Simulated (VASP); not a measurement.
These are PBE GGA, VASP's PBE PAW potentials (set 64) (plane waves; VASP) values and carry that method's errors.

VASP input:

### POSCAR
```
Co
1
    1.2550000000    -2.1737240000     0.0000000000
    1.2550000000     2.1737240000     0.0000000000
    0.0000000000     0.0000000000     4.0700000000
Co
2
Direct
  0.3333330000   0.6666670000   0.2500000000
  0.6666670000   0.3333330000   0.7500000000
```

INCAR:
```
# general
SYSTEM   =  Co
PREC     =  Accurate
ENCUT    =  300
LREAL    =  .FALSE.   # projection in real space or not
LASPH    =  .TRUE.

# electronic loop
EDIFF    =  1E-6
NELM     =  100   # most electronic steps
ALGO     =  Normal   # blocked Davidson
LMAXMIX  =  4   # l cut-off of mixed one-centre charges

# smearing
ISMEAR   =  -1   # Fermi-Dirac
SIGMA    =  0.136

# functional
GGA      =  PE   # PBE

# spin
ISPIN    =  2
MAGMOM   =  2*2.0

# ions
IBRION   =  2   # conjugate gradients
NSW      =  50   # most ionic steps
ISIF     =  3   # ions, shape and volume
EDIFFG   =  -0.01   # ionic stop

# output
LWAVE    =  .FALSE.
LCHARG   =  .FALSE.
LORBIT   =  11
```

**KPOINTS**
```
K-points
0
G
13 13 7
```

POTCAR, in this order: Co (PBE.64 set). Program: vasp_std.

At this cut-off the stress carries a Pulay error, which pulls relaxed volumes low. Energy and stress use the plane-wave basis of the starting cell.

Problem. Predict the energy per atom (σ→0), cell moment, volume per atom, band gap (on the k-mesh).

Solution. 
```
Property                                                     Value
------------------------  ----------------------------------------
energy per atom (σ→0)                               -7.045 eV/atom
cell moment                                                3.18 μB
band gap (on the k-mesh)  none (metal, semimetal or under 0.01 eV)
volume per atom                                      10.83 Å³/atom
```

File OSZICAR:
```
...
       N       E                     dE             d eps       ncg     rms          rms(c)
DAV:   1    -0.141501785419E+02   -0.16266E-03   -0.25791E-03  5460   0.710E-01    0.945E-02
DAV:   2    -0.141500607515E+02    0.11779E-03   -0.56540E-04  5936   0.464E-01    0.583E-02
DAV:   3    -0.141500331897E+02    0.27562E-04   -0.72463E-05  5698   0.164E-01    0.282E-02
DAV:   4    -0.141500273707E+02    0.58190E-05   -0.23623E-06  4898   0.158E-02    0.985E-03
DAV:   5    -0.141500242580E+02    0.31127E-05   -0.10348E-06  2646   0.121E-02    0.186E-03
DAV:   6    -0.141500238167E+02    0.44131E-06   -0.43047E-07  2562   0.970E-03
   5 F= -.14150024E+02 E0= -.14089615E+02  d E =-.842456E-05  mag=     3.1792
```

The structure is a typed Co crystal (P6_3/mmc). This run relaxes it. Symmetry was kept, so distortions that lower it aren't found. The run is one of a series of settings (EDIFFG = -0.01, IBRION = 2, ISIF = 3, NSW = 50 against the base run), some of them coarse on purpose.
